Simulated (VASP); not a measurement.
Elastic constants (GPa) of a crystal from PBE GGA, VASP's PBE PAW potentials (set 64) (VASP):

|  | xx | yy | zz | yz | xz | xy |
|---|---|---|---|---|---|---|
| xx | 233.9 | 150.9 | 150.9 | 0.0 | 0.0 | 0.0 |
| yy | 150.9 | 233.9 | 150.9 | 0.0 | 0.0 | 0.0 |
| zz | 150.9 | 150.9 | 233.9 | 0.0 | 0.0 | 0.0 |
| yz | 0.0 | 0.0 | 0.0 | 85.6 | 0.0 | 0.0 |
| xz | 0.0 | 0.0 | 0.0 | 0.0 | 85.6 | 0.0 |
| xy | 0.0 | 0.0 | 0.0 | 0.0 | 0.0 | 85.6 |

Finite-difference elastic constants of metals are sensitive to mesh and smearing; shear constants can be off by tens of GPa.

Q: Work out the Voigt, Reuss and Hill moduli, Young's modulus and Poisson's ratio.

A: All eigenvalues are positive (smallest 83.0 GPa), so the crystal is stable. K_V = (C11+C22+C33+2(C12+C13+C23))/9 = (701.7 + 2×452.7)/9 = 178.6 GPa; G_V = (701.7 − 452.7 + 3×256.8)/15 = 68.0 GPa. From the compliances, K_R = 178.6 GPa and G_R = 60.1 GPa. Hill: K = 178.6 GPa, G = 64.0 GPa, E = 9KG/(3K+G) = 171.5 GPa, ν = (3K−2G)/(2(3K+G)) = 0.340. K/G = 2.79, above Pugh's 1.75; universal anisotropy A^U = 0.66.

Q: With a density of 4.97 g/cm³, what are the mean sound speeds?

A: v_l = √((K+4G/3)/ρ) = 7.29 km/s and v_t = √(G/ρ) = 3.59 km/s. The crystal is CoSi2 (fluorite), cubic.

The compound is CoSi2 in the fluorite structure. It was relaxed first. The run is not spin-polarised, so no magnetic state was tried. The electron count is odd and the run is not spin-polarised, which forces a metal.
